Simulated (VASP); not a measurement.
All values below come from PBE GGA with D3 dispersion (Becke-Johnson damping), VASP's PBE PAW potentials (set 64) (plane waves; VASP).

VASP input:

**POSCAR**
```
PbO monolayer
4.0241140
  1.0000000922   0.0000000000   0.0000000000
  0.0000000000   1.0000000922   0.0000000000
  0.0000000000   0.0000000000   4.5850644373
Pb O
2 2
direct
  0.5000000000   0.0000000000   0.4346381953
  0.0000000000   0.5000000000   0.5653618047
  0.5000000000   0.5000000000   0.5000000000
  0.0000000000   0.0000000000   0.5000000000
```

**INCAR**
```
SYSTEM = PbO monolayer
PREC = Normal
ENCUT = 500
EDIFF = 1E-6
NELM = 100
ALGO = Normal
LREAL = .FALSE.
LASPH = .TRUE.
ISMEAR = 0
SIGMA = 0.05
GGA = PE
IVDW = 12
LMAXMIX = 4
LWAVE = .FALSE.
LCHARG = .FALSE.
NELMIN = 4
LVHAR = .TRUE.
LORBIT = 11
```

File KPOINTS:
```
Automatic
0
Gamma
  12 12 1
```

POTCAR, in this order: Pb_d O (PBE.64 set). Program: vasp_std. Read from the step before: WAVECAR.

Output of the run:

**OSZICAR**
```
       N       E                     dE             d eps       ncg     rms          rms(c)
DAV:   1    -0.214641183118E+02   -0.21464E+02   -0.29998E-03  1576   0.869E-01    0.339E-03
DAV:   2    -0.214641169261E+02    0.13857E-05   -0.13843E-06  1240   0.154E-02    0.193E-03
DAV:   3    -0.214641184224E+02   -0.14964E-05   -0.27573E-07  1184   0.719E-03    0.538E-04
DAV:   4    -0.214641185176E+02   -0.95171E-07   -0.87765E-08  1024   0.453E-03
   1 F= -.22011531E+02 E0= -.22011531E+02  d E =-.816407E-14
```

File OUTCAR:
```
------------------------ aborting loop because EDIFF is reached ----------------------------------------
 Edisp (eV)   -0.54741
  FORCE on cell =-STRESS in cart. coord.  units (eV):
  Direction    XX          YY          ZZ          XY          YZ          ZX
  --------------------------------------------------------------------------------------
  Total      -0.23822    -0.23822    -0.13822     0.00000     0.00000     0.00000
  in kB      -1.27744    -1.27744    -0.74117     0.00000     0.00000     0.00000
  external pressure =       -1.10 kB  Pullay stress =        0.00 kB
  volume of cell :      298.78
      direct lattice vectors                 reciprocal lattice vectors
     4.024114371  0.000000000  0.000000000     0.248501883  0.000000000  0.000000000
     0.000000000  4.024114371  0.000000000     0.000000000  0.248501883  0.000000000
     0.000000000  0.000000000 18.450821993     0.000000000  0.000000000  0.054198127
 POSITION                                       TOTAL-FORCE (eV/Angst)
 -----------------------------------------------------------------------------------
      2.01206      0.00000      8.01943        -0.000000      0.000000      0.018245
      0.00000      2.01206     10.43139         0.000000     -0.000000     -0.018245
      2.01206      2.01206      9.22541         0.000000     -0.000000      0.000000
      0.00000      0.00000      9.22541         0.000000      0.000000      0.000000
 -----------------------------------------------------------------------------------
    total drift:                                0.000000      0.000000      0.000000
  FREE ENERGIE OF THE ION-ELECTRON SYSTEM (eV)
  ---------------------------------------------------
  free  energy   TOTEN  =       -22.0115310886 eV

  energy  without entropy=      -22.0115310886  energy(sigma->0) =      -22.01153109

 total charge

# of ion       s       p       d       tot
------------------------------------------
    1        1.385   0.602   9.869  11.856
    2        1.385   0.602   9.869  11.856
    3        1.579   3.381   0.000   4.960
    4        1.579   3.381   0.000   4.960
--------------------------------------------------
tot          5.928   7.967  19.738  33.633
```
(Selected blocks of OUTCAR.)

The cell is a sheet with vacuum, built from PbO (litharge).
